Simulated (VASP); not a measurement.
These are vdW-DF2, VASP's PBE PAW potentials (set 64) (plane waves; VASP) values and carry that method's errors.

A VASP calculation is set up with these files.

**INCAR**
```
# general
SYSTEM   = CrO2
PREC     = Accurate
ENCUT    = 520
LREAL    = .False.
LASPH    = .True.   # aspherical one-centre terms

# electronic loop
EDIFF    = 1E-6
NELM     = 100
ALGO     = Normal
LMAXMIX  = 4

# smearing
ISMEAR   = 1   # Methfessel-Paxton
SIGMA    = 0.1

# functional
GGA      = ML
LUSE_VDW = .True.
AGGAC    = 0.0
ZAB_VDW  = -1.8867

# spin
ISPIN    = 2
MAGMOM   = 2.1 2.1 -0.1 -0.1 -0.1 -0.1

# ions
IBRION   = 2   # conjugate gradients
NSW      = 60
ISIF     = 3   # ions, shape and volume
EDIFFG   = -0.02   # ionic stop

# output
LWAVE    = .False.
LCHARG   = .False.
LORBIT   = 10
```

KPOINTS:
```
Automatic mesh
0
Gamma
6 6 9
0 0 0
```

### POSCAR
```
CrO2
1
    4.5067657995     0.0000000000     0.0000000000
    0.0000000000     4.5067657995     0.0000000000
    0.0000000000     0.0000000000     2.9749315641
Cr O
2 4
Direct
  1.0000000000   0.0000000000   0.0000000000
  0.5000000000   0.5000000000   0.5000000000
  0.3030555176   0.3030555176   0.0000000000
  0.8030555176   0.1969444824   0.5000000000
  0.1969444824   0.8030555176   0.5000000000
  0.6969444824   0.6969444824   0.0000000000
```

POTCAR, in this order: Cr_pv O (PBE.64 set). Program: vasp_std.

The resulting files:

### OSZICAR
```
       N       E                     dE             d eps       ncg     rms          rms(c)
DAV:   1     0.626866806278E+03    0.62687E+03   -0.26873E+04  6000   0.176E+03
DAV:   2     0.203008356477E+02   -0.60657E+03   -0.56808E+03  6558   0.520E+02
DAV:   3    -0.538820786061E+02   -0.74183E+02   -0.72825E+02  7058   0.175E+02
DAV:   4    -0.558775156041E+02   -0.19954E+01   -0.19133E+01  7152   0.283E+01
DAV:   5    -0.559251589119E+02   -0.47643E-01   -0.47449E-01  7452   0.450E+00    0.387E+01
DAV:   6    -0.499634086660E+02    0.59618E+01   -0.20898E+02  6976   0.104E+02    0.516E+01
DAV:   7    -0.403353714315E+02    0.96280E+01   -0.13137E+02  7486   0.114E+02    0.184E+01
DAV:   8    -0.378988104545E+02    0.24366E+01   -0.92590E+00  6428   0.242E+01    0.899E+00
DAV:   9    -0.369633155131E+02    0.93549E+00   -0.35963E+00  8040   0.152E+01    0.299E+00
DAV:  10    -0.369988122815E+02   -0.35497E-01   -0.23647E-01  6498   0.396E+00    0.164E+00
DAV:  11    -0.369867042293E+02    0.12108E-01   -0.82419E-02  7102   0.291E+00    0.608E-01
DAV:  12    -0.369885993965E+02   -0.18952E-02   -0.10648E-02  7720   0.775E-01    0.487E-01
DAV:  13    -0.369869572610E+02    0.16421E-02   -0.32943E-03  7142   0.624E-01    0.208E-01
DAV:  14    -0.369867203464E+02    0.23691E-03   -0.10784E-03  8162   0.307E-01    0.678E-02
DAV:  15    -0.369867055978E+02    0.14749E-04   -0.10057E-04  7702   0.745E-02    0.389E-02
DAV:  16    -0.369867024594E+02    0.31384E-05   -0.10359E-05  7162   0.230E-02    0.186E-02
DAV:  17    -0.369866991724E+02    0.32870E-05   -0.26918E-06  4792   0.128E-02    0.548E-03
DAV:  18    -0.369866990761E+02    0.96367E-07   -0.31629E-07  3486   0.457E-03
   1 F= -.36986699E+02 E0= -.36986910E+02  d E =-.369867E+02  mag=     4.0000
       N       E                     dE             d eps       ncg     rms          rms(c)
DAV:   1    -0.369998304935E+02   -0.13131E-01   -0.29794E-01  6000   0.577E+00    0.105E+00
DAV:   2    -0.369943169308E+02    0.55136E-02   -0.86846E-02  6840   0.321E+00    0.102E+00
DAV:   3    -0.369873599777E+02    0.69570E-02   -0.36188E-02  7262   0.179E+00    0.306E-01
DAV:   4    -0.369867292512E+02    0.63073E-03   -0.51527E-03  6196   0.642E-01    0.880E-02
DAV:   5    -0.369866581353E+02    0.71116E-04   -0.22503E-04  6614   0.136E-01    0.448E-02
DAV:   6    -0.369866443121E+02    0.13823E-04   -0.58956E-05  6938   0.515E-02    0.156E-02
DAV:   7    -0.369866403860E+02    0.39262E-05   -0.15149E-05  6484   0.236E-02    0.482E-03
DAV:   8    -0.369866408764E+02   -0.49038E-06   -0.60736E-07  3322   0.589E-03
   2 F= -.36986641E+02 E0= -.36986854E+02  d E =0.581997E-04  mag=     4.0000
       N       E                     dE             d eps       ncg     rms          rms(c)
DAV:   1    -0.369905484402E+02   -0.39081E-02   -0.81199E-02  6000   0.301E+00    0.549E-01
DAV:   2    -0.369889474285E+02    0.16010E-02   -0.22514E-02  6832   0.163E+00    0.516E-01
DAV:   3    -0.369871999189E+02    0.17475E-02   -0.97901E-03  7298   0.931E-01    0.165E-01
DAV:   4    -0.369869817369E+02    0.21818E-03   -0.14807E-03  6288   0.354E-01    0.457E-02
DAV:   5    -0.369869851251E+02   -0.33882E-05   -0.58583E-05  6528   0.724E-02    0.237E-02
DAV:   6    -0.369869778311E+02    0.72941E-05   -0.18021E-05  6786   0.287E-02    0.802E-03
DAV:   7    -0.369869779540E+02   -0.12291E-06   -0.42334E-06  5708   0.128E-02
   3 F= -.36986978E+02 E0= -.36987190E+02  d E =-.278878E-03  mag=     4.0000
```

**OUTCAR**
```
------------------------ aborting loop because EDIFF is reached ----------------------------------------
  FORCE on cell =-STRESS in cart. coord.  units (eV):
  Direction    XX          YY          ZZ          XY          YZ          ZX
  --------------------------------------------------------------------------------------
  Total        0.0090206      0.0090206     -0.0105657      0.0000000      0.0000000      0.0000000
  in kB        0.2385836      0.2385836     -0.2794503      0.0000000      0.0000000      0.0000000
  external PRESSURE =       0.0659056 kB  Pullay stress =       0.0000000 kB
  volume of cell :       60.58
      direct lattice vectors                 reciprocal lattice vectors
     4.510418291  0.000000000  0.000000000     0.221708927  0.000000000  0.000000000
     0.000000000  4.510418291  0.000000000    -0.000000000  0.221708927  0.000000000
     0.000000000  0.000000000  2.977639909     0.000000000  0.000000000  0.335836444
 POSITION                                       TOTAL-FORCE (eV/Angst)
 -----------------------------------------------------------------------------------
      0.00000      0.00000      0.00000        -0.000000     -0.000000      0.000000
      2.25521      2.25521      1.48882        -0.000000     -0.000000      0.000000
      1.36678      1.36678      0.00000         0.001478      0.001478      0.000000
      3.62199      0.88843      1.48882         0.001478     -0.001478     -0.000000
      0.88843      3.62199      1.48882        -0.001478      0.001478      0.000000
      3.14364      3.14364      0.00000        -0.001478     -0.001478     -0.000000
 -----------------------------------------------------------------------------------
    total drift:                                0.000000      0.000000      0.000000
  FREE ENERGIE OF THE ION-ELECTRON SYSTEM (eV)
  ---------------------------------------------------
  free  energy   TOTEN  =       -36.9869779540 eV

  energy  without entropy=      -36.9876142859  energy(sigma->0) =      -36.98719006

 total charge

# of ion       s       p       d       tot
------------------------------------------
    1        0.312   6.395   3.946  10.653
    2        0.312   6.395   3.946  10.653
    3        1.569   3.456   0.000   5.025
    4        1.569   3.456   0.000   5.025
    5        1.569   3.456   0.000   5.025
    6        1.569   3.456   0.000   5.025
--------------------------------------------------
tot          6.899  26.615   7.893  41.407

 magnetization (x)

# of ion       s       p       d       tot
------------------------------------------
    1        0.028   0.024   2.038   2.091
    2        0.028   0.024   2.038   2.091
    3       -0.002  -0.063   0.000  -0.065
    4       -0.002  -0.063   0.000  -0.065
    5       -0.002  -0.063   0.000  -0.065
    6       -0.002  -0.063   0.000  -0.065
--------------------------------------------------
tot          0.050  -0.205   4.077   3.921

 reached required accuracy - stopping structural energy minimisation
```
(Selected blocks of OUTCAR.)

File CONTCAR:
```
CrO2
   1.00000000000000
     4.5104182910733703    0.0000000000000000    0.0000000000000000
     0.0000000000000000    4.5104182910733703    0.0000000000000000
     0.0000000000000000    0.0000000000000000    2.9776399094997310
  Cr              O
     2     4
Direct
     0.0000000000000000    0.0000000000000000    0.0000000000000000
     0.5000000000000000    0.5000000000000000    0.5000000000000000
     0.3030280145580292    0.3030280145580292    0.0000000000000000
     0.8030280145580293    0.1969719854419708    0.5000000000000000
     0.1969719854419708    0.8030280145580293    0.5000000000000000
     0.6969719854419707    0.6969719854419707    0.0000000000000000
```

The compound is CrO2 in the rutile structure. This run relaxes it. Symmetry was kept, so distortions that lower it aren't found. The start is the result of an earlier pass.
